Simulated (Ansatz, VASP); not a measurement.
## Na2Pd: VASP beside Ansatz

The input INCAR:

```
PREC = Accurate
ENCUT = 520
EDIFF = 1E-6
ISMEAR = 0
SIGMA = 0.1
LREAL = F
LASPH = T
NELM = 100
ALGO = Normal
ISIF = 2
LWAVE = F
LCHARG = T
GGA = PE
LELF = T
LVHAR = T
NBANDS = 19
```

KPOINTS

```
regular mesh
0
Gamma
  18 18 6
```

Contents of POSCAR:

```
Na2Pd
1.0
    3.1308389876      0.0000000000      0.0000000000
   -1.5654194938      2.7113860984      0.0000000000
    0.0000000000      0.0000000000      7.9654484543
Na Pd
2 1
Direct
    0.3333333333      0.6666666667      0.2863864973
    0.6666666667      0.3333333333      0.7136135027
    0.0000000000      0.0000000000      0.0000000000
```

Input for Ansatz:

```yaml
crystal:
  lattice:
    - [3.1308389876, 0.0, 0.0]
    - [-1.5654194938, 2.7113860984, 0.0]
    - [0.0, 0.0, 7.9654484543]
  atoms:
    - { symbol: Na, position: [0.3333333333, 0.6666666667, 0.2863864973] }
    - { symbol: Na, position: [0.6666666667, 0.3333333333, 0.7136135027] }
    - { symbol: Pd, position: [0.0, 0.0, 0.0] }
basis:
  ecutwfc: 420
kpoints:
  mp_grid: { grid: [18, 18, 6] }
  band_path:
    path:
      - [[0.0, 0.0, 0.0], [0.5, 0.0, 0.0], [0.33333333, 0.33333333, 0.0], [0.0, 0.0, 0.0], [0.0, 0.0, 0.5], [0.5, 0.0, 0.5], [0.33333333, 0.33333333, 0.5], [0.0, 0.0, 0.5]]
      - [[0.5, 0.0, 0.5], [0.5, 0.0, 0.0]]
      - [[0.33333333, 0.33333333, 0.5], [0.33333333, 0.33333333, 0.0]]
    npoints: 14
hamiltonian:
  xc: pbe
scf:
  occupations: { method: gaussian, width: 0.1 }
  n_extra_bands: 7
output:
  forces: true
  stress: true
  eigenvalues: true
  populations: true
  dos: { projected: true, de: 0.02, nscf_kmesh: { grid: [22, 22, 8] } }
  bader: true
  write_density: true
  write_potential: true
  elf: true
  volumetric_format: npy
```

The cell was built by a generator and needn't be a form met in nature.

Alike in both runs: task single point; functional PBE; k mesh 18 × 18 × 6; occupations gaussian, width 0.1 eV; no spin polarisation.

|  | VASP | Ansatz |
| --- | --- | --- |
| version | VASP 6.6.1 | Ansatz 0.2.0 |
| potentials or method | VASP PAW PBE potentials, release 64 (Na_pv, Pd) | scalar-relativistic, plane waves, PAW |
| plane-wave cutoff (eV) | 520 | 420 |
| valence electrons in the cell | 24 | 36 |

|  | VASP | Ansatz | Ansatz less VASP |
| --- | --- | --- | --- |
| gap on the k mesh at the Fermi level (eV) | none | none | - |
| pressure (GPa) | 0.0 | 0.0 | -0.05 |
| rms of the force components (eV/Å) | 0.004 | 0.001 | -0.0025 |

Atom by atom the forces differ by 0.002 eV/Å (rms over components). A gap of «none» marks a metal or a gap that the smearing closes. The two sets of potentials don't hold the same shells in valence.
